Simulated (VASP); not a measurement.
All values below come from PBEsol GGA, VASP's PBE PAW potentials (set 64) (plane waves; VASP).

A VASP calculation is set up with these files.

**KPOINTS**
```
kpoints
0
Gamma
  7 7 1
0 0 0
```

**INCAR**
```
ALGO = Normal
DIPOL = 0.5 0.5 0.5
EDIFF = 1E-5
EDIFFG = -0.03
ENCUT = 400
GGA = PS
IBRION = 2
IDIPOL = 3
ISIF = 2
ISMEAR = 1
LASPH = .TRUE.
LCHARG = .FALSE.
LDIPOL = .TRUE.
LMAXMIX = 6
LREAL = .FALSE.
LWAVE = .TRUE.
NELM = 100
NELMIN = 4
NSW = 50
PREC = Normal
SIGMA = 0.1
SYSTEM = Ta(111) slab
```

**POSCAR**
```
Ta(111) slab
1
    4.6442314671    -0.0000000000     0.0000000000
   -2.3221152360     4.0220221459     0.0000000000
   -0.0000000000     0.0000000000    24.4071213583
Ta
10
Direct
  0.0000000000   0.0000000000   0.3252150000
  0.6666670000   0.3333330000   0.3640560000
  0.3333330000   0.6666670000   0.4028970000
  0.0000000000   0.0000000000   0.4417380000
  0.6666670000   0.3333330000   0.4805790000
  0.3333330000   0.6666670000   0.5194210000
  0.0000000000   0.0000000000   0.5582620000
  0.6666670000   0.3333330000   0.5971030000
  0.3333330000   0.6666670000   0.6359440000
  0.0000000000   0.0000000000   0.6747850000
```

POTCAR, in this order: Ta_pv (PBE.64 set). Program: vasp_std.

Output of the run:

File OUTCAR:
```
 ion  position               nearest neighbor table
   1  0.000  0.000  0.325-   4 2.84   2 2.84   2 2.84   2 2.84   3 3.28   3 3.28   3 3.28
   2  0.667  0.333  0.364-   5 2.84   1 2.84   3 2.84   3 2.84   1 2.84   1 2.84   3 2.84   4 3.28
                             4 3.28   4 3.28
   3  0.333  0.667  0.403-   4 2.84   2 2.84   2 2.84   4 2.84   4 2.84   2 2.84   6 2.84   1 3.28
                             5 3.28   5 3.28   1 3.28   1 3.28   5 3.28
   4  0.000  0.000  0.442-   1 2.84   3 2.84   5 2.84   3 2.84   5 2.84   5 2.84   3 2.84   7 2.84
                             2 3.28   2 3.28   2 3.28   6 3.28   6 3.28   6 3.28
   5  0.667  0.333  0.481-   2 2.84   4 2.84   4 2.84   4 2.84   6 2.84   6 2.84   6 2.84   8 2.84
                             3 3.28   3 3.28   3 3.28   7 3.28   7 3.28   7 3.28
   6  0.333  0.667  0.519-   9 2.84   7 2.84   7 2.84   7 2.84   5 2.84   5 2.84   5 2.84   3 2.84
                             8 3.28   8 3.28   8 3.28   4 3.28   4 3.28   4 3.28
   7  0.000  0.000  0.558-  10 2.84   8 2.84   6 2.84   6 2.84   8 2.84   8 2.84   6 2.84   4 2.84
                             9 3.28   9 3.28   9 3.28   5 3.28   5 3.28   5 3.28
   8  0.667  0.333  0.597-   7 2.84   9 2.84   9 2.84   7 2.84   7 2.84   9 2.84   5 2.84  10 3.28
                             6 3.28   6 3.28  10 3.28  10 3.28   6 3.28
   9  0.333  0.667  0.636-   6 2.84  10 2.84   8 2.84   8 2.84  10 2.84  10 2.84   8 2.84   7 3.28
                             7 3.28   7 3.28
  10  0.000  0.000  0.675-   7 2.84   9 2.84   9 2.84   9 2.84   8 3.28   8 3.28   8 3.28
  LATTYP: Found a hexagonal cell.
 ALAT       =     4.6442314671
 C/A-ratio  =     5.2553628154
 Subroutine PRICEL returns:
 Original cell was already a primitive cell.
 Subroutine GETGRP returns: Found 12 space group operations
The static configuration has the point symmetry D_3d.
The dynamic configuration has the point symmetry D_3d.
 Subroutine INISYM returns: Found 12 space group operations
 Subroutine IBZKPT returns following result:
 Found      8 irreducible k-points:

 Following reciprocal coordinates:
            Coordinates               Weight
  0.000000  0.000000  0.000000      1.000000
  0.142857  0.000000  0.000000      6.000000
  0.285714  0.000000  0.000000      6.000000
  0.428571  0.000000  0.000000      6.000000
  0.142857  0.142857  0.000000      6.000000
  0.285714  0.142857  0.000000     12.000000
  0.428571  0.142857  0.000000      6.000000
  0.285714  0.285714  0.000000      6.000000
   k-points           NKPTS =      8   k-points in BZ     NKDIM =      8   number of bands    NBANDS=     66
   number of dos      NEDOS =    301   number of ions     NIONS =     10
   total plane-waves  NPLWV =  69120
   dimension x,y,z NGX =    24 NGY =   24 NGZ =  120
   dimension x,y,z NGXF=    48 NGYF=   48 NGZF=  240
   ions per type =              10
   PREC   = normal    normal or accurate (medium, high low for compatibility)
   ISTART =      0    job   : 0-new  1-cont  2-samecut
   ICHARG =      2    charge: 1-file 2-atom 10-const
   ISPIN  =      1    spin polarized calculation?
   LNONCOLLINEAR =      F non collinear calculations
   LSORBIT =      F    spin-orbit coupling
   INIWAV =      1    electr: 0-lowe 1-rand  2-diag
   ENCUT  =  400.0 eV  29.40 Ry    5.42 a.u.   7.57  7.57 39.80*2*pi/ulx,y,z
   NELM   =    100;   NELMIN=  4; NELMDL= -5     # of ELM steps
   EDIFF  = 0.1E-04   stopping-criterion for ELM
   LREAL  =      F    real-space projection
   NLSPLINE    = F    spline interpolate recip. space projectors
   LMAXMIX     =    6 max onsite mixed and CHGCAR
   VOSKOWN=      0    Vosko Wilk Nusair interpolation
   EDIFFG = -.3E-01   stopping-criterion for IOM
   NSW    =     50    number of steps for IOM
   NBLOCK =      1;   KBLOCK =     50    inner block; outer block
   IBRION =      2    ionic relax: 0-MD 1-quasi-New 2-CG
   NFREE  =      1    steps in history (QN), initial steepest desc. (CG)
   ISIF   =      2    stress and relaxation
   ISYM   =      2    0-nonsym 1-usesym 2-fastsym
   TEIN   =    0.0    initial temperature
   TEBEG  =    0.0;   TEEND  =   0.0 temperature during run
   SMASS  =  -3.00    Nose mass-parameter (am)
   PSTRESS=    0.0 pullay stress
   NELECT =     110.0000    total number of electrons
   EFERMI =   0.00;   METHOD = LEGACY
   ISMEAR =     1;   SIGMA  =   0.10  broadening in eV -4-tet -1-fermi 0-gaus
...
```

### OSZICAR
```
...
       N       E                     dE             d eps       ncg     rms          rms(c)
DAV:   1    -0.118204930861E+03    0.10551E+00   -0.34381E+01  1056   0.289E+01    0.101E+00
DAV:   2    -0.118407295258E+03   -0.20236E+00   -0.22550E+00  1150   0.778E+00    0.688E-01
DAV:   3    -0.118417826052E+03   -0.10531E-01   -0.24664E-01  1366   0.260E+00    0.676E-01
DAV:   4    -0.118401624094E+03    0.16202E-01   -0.61511E-02  1366   0.140E+00    0.258E-01
DAV:   5    -0.118401738574E+03   -0.11448E-03   -0.84290E-03  1416   0.439E-01    0.117E-01
DAV:   6    -0.118401566677E+03    0.17190E-03   -0.17028E-03  1396   0.263E-01    0.559E-02
DAV:   7    -0.118401549812E+03    0.16865E-04   -0.54299E-04  1416   0.145E-01    0.317E-02
DAV:   8    -0.118401532201E+03    0.17610E-04   -0.17267E-04  1310   0.806E-02    0.150E-02
DAV:   9    -0.118401533130E+03   -0.92840E-06   -0.27890E-05   970   0.353E-02
   6 F= -.11840153E+03 E0= -.11840485E+03  d E =-.910975E-01
       N       E                     dE             d eps       ncg     rms          rms(c)
DAV:   1    -0.118297203387E+03    0.10433E+00   -0.21993E+01  1056   0.231E+01    0.796E-01
DAV:   2    -0.118425815006E+03   -0.12861E+00   -0.14433E+00  1138   0.616E+00    0.487E-01
DAV:   3    -0.118435021075E+03   -0.92061E-02   -0.13523E-01  1366   0.188E+00    0.531E-01
DAV:   4    -0.118425161318E+03    0.98598E-02   -0.38850E-02  1350   0.112E+00    0.206E-01
DAV:   5    -0.118425222597E+03   -0.61280E-04   -0.52447E-03  1392   0.340E-01    0.890E-02
DAV:   6    -0.118425120027E+03    0.10257E-03   -0.90918E-04  1400   0.196E-01    0.426E-02
DAV:   7    -0.118425109778E+03    0.10249E-04   -0.27089E-04  1408   0.979E-02    0.212E-02
DAV:   8    -0.118425107363E+03    0.24141E-05   -0.70414E-05  1152   0.521E-02
   7 F= -.11842511E+03 E0= -.11842657E+03  d E =-.114672E+00
       N       E                     dE             d eps       ncg     rms          rms(c)
DAV:   1    -0.118362260701E+03    0.62849E-01   -0.19316E+01  1056   0.217E+01    0.916E-01
DAV:   2    -0.118492181521E+03   -0.12992E+00   -0.13343E+00  1124   0.629E+00    0.818E-01
DAV:   3    -0.118476561323E+03    0.15620E-01   -0.24062E-01  1360   0.275E+00    0.556E-01
DAV:   4    -0.118468196473E+03    0.83649E-02   -0.29880E-02  1340   0.993E-01    0.198E-01
DAV:   5    -0.118468401517E+03   -0.20504E-03   -0.52764E-03  1414   0.360E-01    0.967E-02
DAV:   6    -0.118468267933E+03    0.13358E-03   -0.16447E-03  1416   0.256E-01    0.500E-02
DAV:   7    -0.118468228137E+03    0.39796E-04   -0.40362E-04  1392   0.125E-01    0.227E-02
DAV:   8    -0.118468237463E+03   -0.93261E-05   -0.87063E-05  1244   0.512E-02
   8 F= -.11846824E+03 E0= -.11846777E+03  d E =-.431301E-01
       N       E                     dE             d eps       ncg     rms          rms(c)
DAV:   1    -0.118310391082E+03    0.15784E+00   -0.32372E+01  1056   0.281E+01    0.124E+00
DAV:   2    -0.118535471874E+03   -0.22508E+00   -0.22819E+00  1132   0.831E+00    0.113E+00
DAV:   3    -0.118501705755E+03    0.33766E-01   -0.41889E-01  1360   0.374E+00    0.751E-01
DAV:   4    -0.118487703481E+03    0.14002E-01   -0.51529E-02  1330   0.128E+00    0.268E-01
DAV:   5    -0.118488025086E+03   -0.32161E-03   -0.95822E-03  1430   0.462E-01    0.126E-01
DAV:   6    -0.118487844626E+03    0.18046E-03   -0.27163E-03  1424   0.324E-01    0.659E-02
DAV:   7    -0.118487774171E+03    0.70454E-04   -0.69401E-04  1376   0.164E-01    0.298E-02
DAV:   8    -0.118487785118E+03   -0.10947E-04   -0.12996E-04  1284   0.598E-02    0.126E-02
DAV:   9    -0.118487797105E+03   -0.11987E-04   -0.17036E-05   882   0.279E-02    0.713E-03
DAV:  10    -0.118487822332E+03   -0.25226E-04   -0.94536E-06   768   0.115E-02    0.299E-03
DAV:  11    -0.118487840296E+03   -0.17964E-04   -0.31612E-06   736   0.755E-03    0.182E-03
DAV:  12    -0.118487866734E+03   -0.26438E-04   -0.64668E-06   764   0.518E-03    0.147E-03
DAV:  13    -0.118487881742E+03   -0.15008E-04   -0.46956E-06   772   0.403E-03    0.753E-04
DAV:  14    -0.118487888273E+03   -0.65310E-05   -0.20540E-06   732   0.257E-03
   9 F= -.11848789E+03 E0= -.11848742E+03  d E =-.627809E-01
       N       E                     dE             d eps       ncg     rms          rms(c)
DAV:   1    -0.118396811674E+03    0.91070E-01   -0.16877E+01  1056   0.200E+01    0.872E-01
DAV:   2    -0.118505936606E+03   -0.10912E+00   -0.11817E+00  1060   0.556E+00    0.642E-01
DAV:   3    -0.118509437223E+03   -0.35006E-02   -0.13890E-01  1376   0.208E+00    0.577E-01
DAV:   4    -0.118499980872E+03    0.94564E-02   -0.39196E-02  1328   0.111E+00    0.242E-01
DAV:   5    -0.118500279456E+03   -0.29858E-03   -0.51712E-03  1350   0.324E-01    0.961E-02
DAV:   6    -0.118500113982E+03    0.16547E-03   -0.10601E-03  1400   0.212E-01    0.437E-02
DAV:   7    -0.118500106340E+03    0.76421E-05   -0.48450E-04  1352   0.123E-01    0.283E-02
DAV:   8    -0.118500094614E+03    0.11726E-04   -0.11445E-04  1356   0.695E-02    0.929E-03
DAV:   9    -0.118500098842E+03   -0.42277E-05   -0.85093E-06   714   0.188E-02
  10 F= -.11850010E+03 E0= -.11850109E+03  d E =-.122106E-01
       N       E                     dE             d eps       ncg     rms          rms(c)
DAV:   1    -0.118497494720E+03    0.25999E-02   -0.51915E-01  1056   0.353E+00    0.154E-01
DAV:   2    -0.118500835277E+03   -0.33406E-02   -0.36358E-02  1062   0.968E-01    0.105E-01
DAV:   3    -0.118501029179E+03   -0.19390E-03   -0.40222E-03  1376   0.357E-01    0.103E-01
DAV:   4    -0.118500720283E+03    0.30890E-03   -0.13763E-03  1352   0.202E-01    0.434E-02
DAV:   5    -0.118500730978E+03   -0.10695E-04   -0.16019E-04  1332   0.604E-02    0.181E-02
DAV:   6    -0.118500725718E+03    0.52596E-05   -0.34686E-05   978   0.410E-02
  11 F= -.11850073E+03 E0= -.11850149E+03  d E =-.128374E-01
       N       E                     dE             d eps       ncg     rms          rms(c)
DAV:   1    -0.118479324735E+03    0.21406E-01   -0.47129E+00  1056   0.103E+01    0.435E-01
DAV:   2    -0.118510030414E+03   -0.30706E-01   -0.31931E-01  1200   0.296E+00    0.402E-01
DAV:   3    -0.118507120696E+03    0.29097E-02   -0.46332E-02  1328   0.126E+00    0.279E-01
DAV:   4    -0.118505599480E+03    0.15212E-02   -0.69818E-03  1298   0.476E-01    0.116E-01
DAV:   5    -0.118505645708E+03   -0.46228E-04   -0.19214E-03  1360   0.265E-01    0.703E-02
DAV:   6    -0.118505563239E+03    0.82469E-04   -0.69376E-04  1366   0.165E-01    0.232E-02
DAV:   7    -0.118505559745E+03    0.34935E-05   -0.67355E-05  1184   0.503E-02
  12 F= -.11850556E+03 E0= -.11850678E+03  d E =-.483403E-02
       N       E                     dE             d eps       ncg     rms          rms(c)
DAV:   1    -0.118505341967E+03    0.22127E-03   -0.50778E-02  1058   0.107E+00    0.462E-02
DAV:   2    -0.118505663963E+03   -0.32200E-03   -0.34150E-03  1200   0.306E-01    0.409E-02
DAV:   3    -0.118505639066E+03    0.24896E-04   -0.48679E-04  1336   0.132E-01    0.299E-02
DAV:   4    -0.118505620868E+03    0.18199E-04   -0.83515E-05  1078   0.529E-02    0.124E-02
DAV:   5    -0.118505621016E+03   -0.14872E-06   -0.17670E-05   792   0.288E-02
  13 F= -.11850562E+03 E0= -.11850680E+03  d E =-.489530E-02
       N       E                     dE             d eps       ncg     rms          rms(c)
DAV:   1    -0.118501208156E+03    0.44127E-02   -0.10748E+00  1056   0.502E+00    0.174E-01
DAV:   2    -0.118507100692E+03   -0.58925E-02   -0.66419E-02  1138   0.131E+00    0.982E-02
DAV:   3    -0.118507482089E+03   -0.38140E-03   -0.42858E-03  1392   0.343E-01    0.104E-01
DAV:   4    -0.118507161474E+03    0.32061E-03   -0.15433E-03  1342   0.229E-01    0.441E-02
DAV:   5    -0.118507166369E+03   -0.48952E-05   -0.19225E-04  1336   0.739E-02    0.220E-02
DAV:   6    -0.118507162439E+03    0.39297E-05   -0.60651E-05  1118   0.502E-02
  14 F= -.11850716E+03 E0= -.11850899E+03  d E =-.154142E-02
```

**OUTCAR**
```
------------------------ aborting loop because EDIFF is reached ----------------------------------------
  FORCE on cell =-STRESS in cart. coord.  units (eV):
  Direction    XX          YY          ZZ          XY          YZ          ZX
  --------------------------------------------------------------------------------------
  Total       -1.8724879     -1.8724876     -0.1759081     -0.0000002      0.0000000     -0.0000000
  in kB       -6.5804368     -6.5804359     -0.6181895     -0.0000008      0.0000000     -0.0000000
  external PRESSURE =      -4.5930207 kB  Pullay stress =       0.0000000 kB
  volume of cell :      455.91
      direct lattice vectors                 reciprocal lattice vectors
     4.644231467  0.000000000  0.000000000     0.215320879  0.124315549  0.000000000
    -2.322115236  4.022022146  0.000000000     0.000000000  0.248631152  0.000000000
     0.000000000  0.000000000 24.407121358     0.000000000  0.000000000  0.040971649
 POSITION                                       TOTAL-FORCE (eV/Angst)
 -----------------------------------------------------------------------------------
      2.32212      4.02202      8.25196        -0.000000      0.000000     -0.004503
      2.32212      1.34067      9.00027         0.000000      0.000000      0.012891
     -0.00000      2.68135      9.76609         0.000000      0.000000      0.004675
      4.64423      0.00000     10.83000        -0.000000      0.000000     -0.004331
      2.32212      1.34067     11.77610         0.000000     -0.000000      0.029360
     -0.00000      2.68135     12.63102        -0.000000      0.000000     -0.029360
      2.32212      4.02202     13.57712        -0.000000     -0.000000      0.004331
      2.32212      1.34067     14.64103        -0.000000      0.000000     -0.004675
     -0.00000      2.68135     15.40685        -0.000000     -0.000000     -0.012891
      4.64423      0.00000     16.15517        -0.000000     -0.000000      0.004503
 -----------------------------------------------------------------------------------
    total drift:                                0.000000     -0.000000      0.000000
  FREE ENERGIE OF THE ION-ELECTRON SYSTEM (eV)
  ---------------------------------------------------
  free  energy   TOTEN  =      -118.5071624394 eV

  energy  without entropy=     -118.5126524772  energy(sigma->0) =     -118.50899245

 reached required accuracy - stopping structural energy minimisation
```
(Selected blocks of OUTCAR.)

**CONTCAR**
```
Ta(111) slab
   1.00000000000000
     4.6442314671000000    0.0000000000000000    0.0000000000000000
    -2.3221152360000001    4.0220221459000003    0.0000000000000000
     0.0000000000000000    0.0000000000000000   24.4071213582999995
  Ta
    10
Direct
     1.0000000000000000    1.0000000000000000    0.3380962242979477
     0.6666669999999968    0.3333330000000032    0.3687560233594849
     0.3333330000000032    0.6666669999999968    0.4001329279124283
     1.0000000000000000    0.0000000000000000    0.4437230365538518
     0.6666669999999968    0.3333330000000032    0.4824863876472632
     0.3333330000000032    0.6666669999999968    0.5175136123527365
     1.0000000000000000    1.0000000000000000    0.5562769634461481
     0.6666669999999968    0.3333330000000032    0.5998670720875718
     0.3333330000000032    0.6666669999999968    0.6312439766405151
     1.0000000000000000    0.0000000000000000    0.6619037757020524
```

The cell is a thin slab with vacuum, built from Ta (bcc): (111) face.
